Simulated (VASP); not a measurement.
Computed with PBE GGA, VASP's PBE PAW potentials (set 64) (plane waves; VASP).

A VASP calculation is set up with these files.

### KPOINTS
```
Automatic mesh
0
Gamma
10 10 10
0 0 0
```

KPOINTS_OPT:
```
k-points along high-symmetry lines
10
Line-mode
Reciprocal
  0.000000   0.000000   0.000000 ! GAMMA
 -0.500000  -0.500000   0.000000 ! X

 -0.500000  -0.500000   0.000000 ! X
 -0.375000  -0.375000   0.250000 ! U

 -0.375000   0.000000   0.375000 ! K
  0.000000   0.000000   0.000000 ! GAMMA

  0.000000   0.000000   0.000000 ! GAMMA
  0.000000   0.000000   0.500000 ! L

  0.000000   0.000000   0.500000 ! L
 -0.500000  -0.250000   0.250000 ! W

 -0.500000  -0.250000   0.250000 ! W
 -0.500000  -0.500000   0.000000 ! X
```

### POSCAR
```
ZnSe
2.8350
  0.0000000000   1.0000000000   1.0000000000
  1.0000000000   0.0000000000   1.0000000000
  1.0000000000   1.0000000000   0.0000000000
Zn Se
1 1
Direct
  0.0000000000   0.0000000000   0.0000000000
  0.2500000000   0.2500000000   0.2500000000
```

**INCAR**
```
! general
SYSTEM   =  ZnSe
PREC     =  Accurate
ENCUT    =  300   ! plane-wave cut-off (eV)
LREAL    =  .FALSE.
LASPH    =  .TRUE.   ! aspherical one-centre terms

! electronic loop
EDIFF    =  1E-6
NELM     =  100   ! most electronic steps
ALGO     =  Normal
LMAXMIX  =  4

! smearing
ISMEAR   =  -1
SIGMA    =  0.01   ! width (eV)

! functional
GGA      =  PE   ! PBE

! ions
ISIF     =  2

! output
LWAVE    =  .FALSE.
LCHARG   =  .FALSE.
```

POTCAR, in this order: Zn Se (PBE.64 set). Program: vasp_std.

Output

### OSZICAR
```
       N       E                     dE             d eps       ncg     rms          rms(c)
DAV:   1     0.661422775109E+02    0.66142E+02   -0.66842E+03  1230   0.107E+03
DAV:   2    -0.274736468088E+01   -0.68890E+02   -0.66338E+02  1367   0.219E+02
DAV:   3    -0.628203071936E+01   -0.35347E+01   -0.35231E+01  1477   0.533E+01
DAV:   4    -0.630692879005E+01   -0.24898E-01   -0.24892E-01  1347   0.484E+00
DAV:   5    -0.630705756420E+01   -0.12877E-03   -0.12877E-03  1442   0.323E-01    0.498E+00
DAV:   6    -0.603831647515E+01    0.26874E+00   -0.66210E-01  1777   0.273E+01    0.372E+00
DAV:   7    -0.602042766567E+01    0.17889E-01   -0.18792E-01  1342   0.403E+00    0.155E+00
DAV:   8    -0.602055804182E+01   -0.13038E-03   -0.40764E-03  1443   0.609E-01    0.468E-01
DAV:   9    -0.602077607617E+01   -0.21803E-03   -0.10809E-03  1332   0.272E-01    0.682E-02
DAV:  10    -0.602085966986E+01   -0.83594E-04   -0.12694E-04  1400   0.100E-01    0.178E-02
DAV:  11    -0.602087399828E+01   -0.14328E-04   -0.28280E-05  1362   0.440E-02    0.587E-03
DAV:  12    -0.602087528963E+01   -0.12913E-05   -0.33737E-06  1427   0.200E-02    0.452E-03
DAV:  13    -0.602087522720E+01    0.62426E-07   -0.61447E-07   926   0.998E-03
   1 F= -.60208752E+01 E0= -.60208752E+01  d E =-.213059E-13
       N       E                     dE             ncg
       N       E                     dE             ncg
```

File OUTCAR:
```
------------------------ aborting loop because EDIFF is reached ----------------------------------------
  FORCE on cell =-STRESS in cart. coord.  units (eV):
  Direction    XX          YY          ZZ          XY          YZ          ZX
  --------------------------------------------------------------------------------------
  Total        0.6208286      0.6208286      0.6208286      0.0000000      0.0000000      0.0000000
  in kB       21.8269520     21.8269520     21.8269520      0.0000000      0.0000000      0.0000000
  external PRESSURE =      21.8269520 kB  Pullay stress =       0.0000000 kB
  volume of cell :       45.57
      direct lattice vectors                 reciprocal lattice vectors
     0.000000000  2.835000000  2.835000000    -0.176366843  0.176366843  0.176366843
     2.835000000  0.000000000  2.835000000     0.176366843 -0.176366843  0.176366843
     2.835000000  2.835000000  0.000000000     0.176366843  0.176366843 -0.176366843
  FREE ENERGIE OF THE ION-ELECTRON SYSTEM (eV)
  ---------------------------------------------------
  free  energy   TOTEN  =        -6.0208752272 eV

  energy  without entropy=       -6.0208752272  energy(sigma->0) =       -6.02087523
```
(Selected blocks of OUTCAR.)

File OUTCAR:
```
 val. band max:        1.6052003211   @ k =   0.0000   0.0000   0.0000

 cond. band min:       2.8855665337   @ k =   0.0000   0.0000   0.0000


 Fermi energy:         1.8553753421

 k-point     1 :       0.0000    0.0000    0.0000
  band No.  band energies     occupation
      1     -11.6495      2.00000
      2      -4.9167      2.00000
      3      -4.9167      2.00000
      4      -4.9167      2.00000
      5      -4.5460      2.00000
      6      -4.5460      2.00000
      7       1.6052      2.00000
      8       1.6052      2.00000
      9       1.6052      2.00000
     10       2.8856      0.00000
     11       7.4016      0.00000
     12       7.4016      0.00000
     13       7.4016      0.00000

 k-point     2 :       0.1000    0.0000    0.0000
  band No.  band energies     occupation
      1     -11.5844      2.00000
      2      -4.9131      2.00000
      3      -4.9063      2.00000
      4      -4.9063      2.00000
      5      -4.5470      2.00000
      6      -4.5470      2.00000
      7       0.6348      2.00000
      8       1.5048      2.00000
      9       1.5048      2.00000
     10       3.6547      0.00000
     11       7.3298      0.00000
     12       7.5723      0.00000
     13       7.5723      0.00000

 k-point     3 :       0.2000    0.0000    0.0000
  band No.  band energies     occupation
      1     -11.4056      2.00000
      2      -4.8881      2.00000
      3      -4.8805      2.00000
      4      -4.8805      2.00000
      5      -4.5474      2.00000
      6      -4.5474      2.00000
      7      -0.7655      2.00000
      8       1.2644      2.00000
      9       1.2644      2.00000
     10       4.2789      0.00000
     11       7.6861      0.00000
     12       7.9143      0.00000
     13       7.9143      0.00000

 k-point     4 :       0.3000    0.0000    0.0000
  band No.  band energies     occupation
      1     -11.1646      2.00000
      2      -4.8527      2.00000
      3      -4.8527      2.00000
...
```

At this cut-off the stress carries a Pulay error, which pulls relaxed volumes low.

The structure is a typed ZnSe crystal (F-43m). The cell was not relaxed at this level.
